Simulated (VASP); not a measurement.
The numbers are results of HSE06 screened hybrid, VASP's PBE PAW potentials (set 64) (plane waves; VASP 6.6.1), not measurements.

A VASP calculation is set up with these files.

### POSCAR
```
AlC32Si31
1
    8.7583314355     0.0000000000     0.0000000000
    0.0000000000     8.7583314355     0.0000000000
    0.0000000000     0.0000000000     8.7583314355
Si C Al
31 32 1
Direct
  0.5001133224   0.0000838214   0.0005222006
  0.7500275606   0.2499381090   0.0003716493
  0.7499427520   0.9999870666   0.2505085499
  0.0000956759   0.9999879081   0.0002850418
  0.2503446312   0.2501330268   0.0007751267
  0.5001688380   0.4997559024   0.0007440433
  0.7500937339   0.7497959621   0.0006307142
  0.2501555612   0.0001671632   0.2505464107
  0.5019492721   0.2500055159   0.2508900615
  0.7499503306   0.4978644305   0.2507315938
  0.5002541257   0.9998446296   0.5004467258
  0.7502311950   0.2500584824   0.4987635744
  0.7501500875   0.9998561809   0.7502414892
  0.9999488623   0.4999908763   0.0004517091
  0.2498944321   0.7499686562   0.0002436147
  0.0003211765   0.2501983924   0.2505524716
  0.2500442348   0.5020324767   0.2504915201
  0.4981383026   0.7499128013   0.2501144372
  0.0000043729   0.9999104460   0.5002571413
  0.2500030623   0.2499163274   0.5024709883
  0.7497118639   0.7497182221   0.5022593412
  0.2501837448   0.9998915154   0.7502784395
  0.4982824785   0.2497382215   0.7504793563
  0.7499289503   0.5018378562   0.7505052657
  0.9997250327   0.7499305034   0.2506477033
  0.0002694036   0.5000500876   0.5005532509
  0.2503615832   0.7500931383   0.4984513824
  0.0000408184   0.2501401426   0.7504307011
  0.2503061800   0.4979768499   0.7506496314
  0.5019147573   0.7499661710   0.7508351515
  0.0002964442   0.7497265479   0.7499890190
  0.6249946558   0.1240352400   0.1246095877
  0.8760851249   0.3749188961   0.1244883066
  0.8761817498   0.1240800616   0.3753967732
  0.1251380867   0.1250373162   0.1254744643
  0.3750750567   0.3749050439   0.1260016636
  0.6253152031   0.6248023322   0.1256796441
  0.8750432712   0.8750768100   0.1254702258
  0.3749933229   0.1250081058   0.3756953768
  0.6310715830   0.3689055671   0.3698454826
  0.8748121179   0.6248591512   0.3755785623
  0.6254005655   0.1249252925   0.6255381473
  0.8750758005   0.3750897497   0.6256648628
  0.8750958936   0.1249336290   0.8753065350
  0.1237297451   0.6250700769   0.1244642517
  0.3749163253   0.8761024910   0.1242454629
  0.1253737818   0.3750480442   0.3754900218
  0.3690217440   0.6311716473   0.3691815418
  0.6250635856   0.8746489807   0.3751614835
  0.1238609123   0.1238249219   0.6254535031
  0.3689163028   0.3686344081   0.6317502642
  0.6308754612   0.6310592399   0.6317690253
  0.8761095506   0.8757283393   0.6251265727
  0.3750737216   0.1239313106   0.8765638784
  0.6251333744   0.3747475985   0.8753869266
  0.8761872105   0.6249779253   0.8763156208
  0.1240550999   0.8759941760   0.3754095322
  0.1256811949   0.6249703028   0.6254602244
  0.3751954525   0.8748064116   0.6256401611
  0.1241633843   0.3750340307   0.8767501201
  0.3750247474   0.6249023630   0.8757043094
  0.6252344175   0.8760277439   0.8767168857
  0.1249743635   0.8749116629   0.8751199150
  0.4997604071   0.5000406992   0.5006123613
```

**INCAR**
```
SYSTEM = AlC32Si31
PREC = Normal
ENCUT = 400
EDIFF = 1E-5
NELM = 50
ALGO = Normal
LREAL = Auto
LASPH = .TRUE.
ISMEAR = 0
SIGMA = 0.05
GGA = PE
LWAVE = .FALSE.
LCHARG = .FALSE.
NELMIN = 4
ISYM = 0
NELECT = 256.0
HFSCREEN = 0.2
AEXX = 0.25
LHFCALC = .TRUE.
PRECFOCK = Fast
ISIF = 0
```

File KPOINTS:
```
Automatic mesh
0
Gamma
1 1 1
0 0 0
```

POTCAR, in this order: Si C Al (PBE.64 set). Program: vasp_gam. Read from the step before: WAVECAR.

The run wrote:

**OSZICAR**
```
       N       E                     dE             d eps       ncg     rms          rms(c)
DAV:   1    -0.544186193316E+03   -0.54419E+03   -0.10032E+01   322   0.786E+00    0.161E+01
DAV:   2    -0.544254939797E+03   -0.68746E-01   -0.29205E-01   371   0.122E+00    0.126E+01
DAV:   3    -0.544238327538E+03    0.16612E-01   -0.10499E-02   363   0.248E-01    0.764E+00
DAV:   4    -0.544232404181E+03    0.59234E-02   -0.35517E-03   364   0.131E-01    0.445E+00
DAV:   5    -0.544230546425E+03    0.18578E-02   -0.96025E-04   364   0.664E-02    0.256E+00
DAV:   6    -0.544229935819E+03    0.61061E-03   -0.23615E-04   364   0.357E-02    0.146E+00
DAV:   7    -0.544229734644E+03    0.20117E-03   -0.81042E-05   363   0.223E-02    0.834E-01
DAV:   8    -0.544229671408E+03    0.63236E-04   -0.20785E-05   203   0.124E-02    0.484E-01
DAV:   9    -0.544229653754E+03    0.17654E-04   -0.98473E-06   203   0.920E-03    0.275E-01
DAV:  10    -0.544229649438E+03    0.43154E-05   -0.26844E-06   195   0.481E-03
   1 F= -.54422965E+03 E0= -.54422965E+03  d E =-.481421E-12
```

### OUTCAR
```
------------------------ aborting loop because EDIFF is reached ----------------------------------------
  volume of cell :      671.84
      direct lattice vectors                 reciprocal lattice vectors
     8.758331436  0.000000000  0.000000000     0.114176999  0.000000000  0.000000000
     0.000000000  8.758331436  0.000000000     0.000000000  0.114176999  0.000000000
     0.000000000  0.000000000  8.758331436     0.000000000  0.000000000  0.114176999
  FREE ENERGIE OF THE ION-ELECTRON SYSTEM (eV)
  ---------------------------------------------------
  free  energy   TOTEN  =      -544.2296494384 eV

  energy  without entropy=     -544.2296494384  energy(sigma->0) =     -544.22964944

  exchange ACFDT corr.  =         0.00000000  see jH, gK, PRB 81, 115126
```
(Selected blocks of OUTCAR.)

The cell is charged, with a uniform compensating background. The supercell is sampled at Γ alone, which is coarse: total energies, pressure and levels can be off, energies of defects by several tenths of an eV.

The cell is a supercell with a defect, built from SiC (zinc blende): Al_Si, charge -1. The cell's shape comes from a PBE relaxation. The run is not spin-polarised, so no state with unpaired spins was tried.
